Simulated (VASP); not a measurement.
BeCr3, 4 atoms in the cell. It takes space group Pm-3m (No. 221, cubic). The conventional cell has a = 3.511 Å, b = 3.511 Å, c = 3.511 Å, α = 90.00°, β = 90.00°, γ = 90.00°. Cr (site symmetry 4/mmm) has 8 Cr at 2.48 Å and 4 Be at 2.48 Å as nearest neighbours. Around Be (site symmetry m-3m) lie 12 Cr at 2.48 Å. The cell comes from a database or a generator and needn't be the stable form of this composition.

| Property | Result |
| --- | --- |
| Program | VASP 6.6.1 |
| Task | relaxation of cell and atoms |
| Functional | BLYP |
| Potentials or basis | VASP PAW PBE potentials, release 64 (Cr_pv, Be) |
| Cutoff | 600 eV |
| k mesh | 6 × 6 × 6 |
| Occupations | fermi-dirac, width 0.05 eV |
| Spin | collinear spin, ferromagnetic start |
| Starting moments | [3.0, 3.0, 3.0, 0.0] μB |
| Further INCAR settings | ALGO = Normal; EDIFF = 1e-07; IBRION = 2; EDIFFG = -0.005; NSW = 60; ISIF = 3 |

Potentials or basis: VASP PAW PBE potentials, release 64 (Cr_pv, Be).

Launch:

```sh
$ cat potpaw_PBE.64/Cr_pv/POTCAR potpaw_PBE.64/Be/POTCAR > POTCAR
$ mpirun -np 1 vasp_std > vasp.out
```

Hardware: 1 thread of AMD EPYC 7R13 Processor (Zen 3), on a shared host.

Problem. Estimate the wall time of this run.

Solution. Wall time 3.7 min on 1 thread of AMD EPYC 7R13 Processor (Zen 3), with other jobs on the host, peak memory 0.16 GiB. Counts: scf iterations 38, k points 20, ion steps 3.
